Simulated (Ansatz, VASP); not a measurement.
# One calculation of Al3Cl, two programs

INCAR

```
SYSTEM = Al3Cl
PREC = Accurate
ENCUT = 520
EDIFF = 1E-6
ISMEAR = 0
SIGMA = 0.1
LREAL = .False.
LASPH = .True.
NELM = 80
ALGO = Normal
ISIF = 2
LWAVE = .False.
LCHARG = .True.
GGA = PE
LELF = .True.
LVHAR = .True.
NBANDS = 16
```

Contents of KPOINTS:

```
Automatic mesh
0
Gamma
  4 4 4
  0 0 0
```

File POSCAR:

```
Al3Cl
1.0
    4.3025038100      0.0000000000      0.0000000000
    0.0000000000      4.3025038100      0.0000000000
    0.0000000000      0.0000000000      4.3025038100
Al Cl
3 1
Direct
    0.5000000000      0.5000000000      0.0000000000
    0.5000000000      0.0000000000      0.5000000000
    0.0000000000      0.5000000000      0.5000000000
    0.0000000000      0.0000000000      0.0000000000
```

Input for Ansatz:

```yaml
crystal:
  lattice:
    - [4.30250381, 0.0, 0.0]
    - [0.0, 4.30250381, 0.0]
    - [0.0, 0.0, 4.30250381]
  atoms:
    - { symbol: Al, position: [0.5, 0.5, 0.0] }
    - { symbol: Al, position: [0.5, 0.0, 0.5] }
    - { symbol: Al, position: [0.0, 0.5, 0.5] }
    - { symbol: Cl, position: [0.0, 0.0, 0.0] }
basis:
  ecutwfc: 420
kpoints:
  mp_grid: { grid: [4, 4, 4] }
hamiltonian:
  xc: pbe
scf:
  occupations: { method: gaussian, width: 0.1 }
  lower_state_search: "off"
output:
  forces: true
  stress: true
  eigenvalues: true
```

Change from the starting cell: species swapped into the La3Pb type (Pm-3m, No. 221).

Alike in both runs: task single point; functional PBE; k mesh 4 × 4 × 4; occupations gaussian, width 0.1 eV; no spin polarisation.

```csv
,VASP,Ansatz
version,VASP 6.6.1,Ansatz 0.2.0
potentials or method,"VASP PAW PBE potentials, release 64 (Al, Cl)","scalar-relativistic, plane waves, PAW"
plane-wave cutoff (eV),520,420
valence electrons in the cell,16,16
```

|  | VASP | Ansatz | Ansatz less VASP |
| --- | --- | --- | --- |
| gap on the k mesh at the Fermi level (eV) | none | none | - |
| pressure (GPa) | 0.7 | 0.7 | 0.00 |

A gap of «none» marks a metal or a gap that the smearing closes.

Caveats: the k mesh is coarse (spacing up to 0.37 Å⁻¹), so the values aren't converged.
